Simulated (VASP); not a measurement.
Here is the system:

```xyz
4
Lattice="3.4747 0.0000 0.0000 0.0000 3.4747 0.0000 0.0000 0.0000 3.4747" Properties=species:S:1:pos:R:3 pbc="T T T"
Fe     0.0000     0.0000     0.0000
Ni     0.0000     1.7373     1.7373
Ni     1.7373     0.0000     1.7373
Ni     1.7373     1.7373     0.0000
```
Starting moments (μB, in the order of the record's atoms Fe Ni Ni Ni): 2.9 0.6 0.6 0.6.

Method: PBE GGA with D4 dispersion, VASP's PBE PAW potentials (set 64) (plane waves; VASP). Numerical set-up: 520 eV cut-off, 9×9×9 Γ-centred mesh, first-order Methfessel-Paxton smearing of 0.10 eV, potentials Fe Ni.

Problem. Give the stress tensor in GPa (positive for a compressed cell).

Solution. 
```
6.26  0.00  0.00
0.00  6.26  0.00
0.00  0.00  6.26
```
The pressure is its mean diagonal, 6.26 GPa.

The compound is Ni3Fe in the L1_2 structure. This cell is one point of a volume scan, at 0.97 of the reference volume.
